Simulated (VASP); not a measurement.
An input for Quantum ESPRESSO's pw.x (written as the equivalent of a VASP run, and not itself run):

```
&CONTROL
  calculation = 'vc-relax'
  pseudo_dir = './pseudo'
  outdir = './out'
  tprnfor = .true.
  tstress = .true.
  nstep = 30
  forc_conv_thr = 0.00039
/
&SYSTEM
  ibrav = 0
  nat = 2
  ntyp = 1
  ecutwfc = 66
  occupations = 'smearing'
  smearing = 'methfessel-paxton'
  degauss = 0.00735
  input_dft = 'vdw-df2-b86r'
/
&ELECTRONS
  conv_thr = 7.3e-09
  electron_maxstep = 100
/
&IONS
/
&CELL
  cell_dofree = 'shape'
/
ATOMIC_SPECIES
  Zr 91.224 Zr.upf
CELL_PARAMETERS angstrom
     1.5839529   -2.7434868    0.0000000
     1.5839529    2.7434868    0.0000000
     0.0000000    0.0000000    5.1040758
ATOMIC_POSITIONS crystal
  Zr   0.3333330  0.6666670  0.2500000
  Zr   0.6666670  0.3333330  0.7500000
K_POINTS automatic
  13 13 7 0 0 0
```

### Question
Translate this input to VASP (INCAR, KPOINTS, POSCAR, choice of POTCAR).

### Answer
This is not unique; one that fits is 
File KPOINTS:
```
Automatic mesh
0
gamma
 13 13 7
```

### INCAR
```
SYSTEM = Zr
PREC = Accurate
ENCUT = 520
EDIFF = 1E-7
NELM = 100
ALGO = Normal
LREAL = .FALSE.
LASPH = .TRUE.
ISMEAR = 1
SIGMA = 0.1
GGA = MK
PARAM1 = 0.1234568
PARAM2 = 0.7114
ZAB_VDW = -1.8867
LUSE_VDW = .TRUE.
AGGAC = 0.0
LMAXMIX = 4
LWAVE = .FALSE.
LCHARG = .FALSE.
ISIF = 4
IBRION = 2
NSW = 30
EDIFFG = -0.01
```

POSCAR:
```
Zr
1.0
  1.5839528535  -2.7434867668   0.0000000000
  1.5839528535   2.7434867668   0.0000000000
  0.0000000000   0.0000000000   5.1040757875
Zr
2
Direct
  0.3333330000   0.6666670000   0.2500000000
  0.6666670000   0.3333330000   0.7500000000
```

POTCAR, in this order: Zr_sv (PBE.64 set). Program: vasp_std.

The two are equivalent in intent, not identical: the potentials are each code's own (VASP's PAW set, PseudoDojo norm-conserving files in pw.x), so ENCUT and ecutwfc are chosen apart and not converted; conv_thr bounds pw.x's estimated SCF error, while EDIFF bounds the energy change between steps; forc_conv_thr acts on force components and is met together with etot_conv_thr.

The compound is Zr in the hcp structure. This cell is one point of a volume scan, at 0.97 of the reference volume. Symmetry was kept, so distortions that lower it aren't found.
